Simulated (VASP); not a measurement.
Consider the following.

```yaml
crystal:
  lattice:
    - [3.45669, 0.00000, 0.00000]
    - [-1.72835, 2.99359, 0.00000]
    - [0.00000, 0.00000, 8.05342]
  atoms:
    - { symbol: Zr, position: [0.33333, 0.66667, 0.03384] }
    - { symbol: Zr, position: [0.66667, 0.33333, 0.53384] }
    - { symbol: S, position: [0.33333, 0.66667, 0.34116] }
    - { symbol: S, position: [0.66667, 0.33333, 0.84116] }
```

Computed with PBEsol GGA, VASP's PBE PAW potentials (set 64) (plane waves; VASP). Run with 400 eV cut-off, 8×8×3 Γ-centred mesh, tetrahedra with Blöchl corrections, potentials Zr_sv S.

The cores are frozen, which limits the accuracy of field gradients.

**Question.** Give the principal components of the electric field gradient (V/Å²) and the asymmetry η at each nucleus.

**Answer.** 
```json
[
 {"atom": "Zr1", "Vxx": "32.5", "Vyy": "32.5", "Vzz": "-65.1", "η": "0.00"},
 {"atom": "Zr2", "Vxx": "32.5", "Vyy": "32.5", "Vzz": "-65.1", "η": "0.00"},
 {"atom": "S3", "Vxx": "5.9", "Vyy": "5.9", "Vzz": "-11.8", "η": "0.00"},
 {"atom": "S4", "Vxx": "5.9", "Vyy": "5.9", "Vzz": "-11.8", "η": "0.00"}
]
```

The structure was generated: ZrS was put into the wurtzite type (P6_3mc), which need not be its known phase. It was relaxed first, which changed the volume by -38 %.
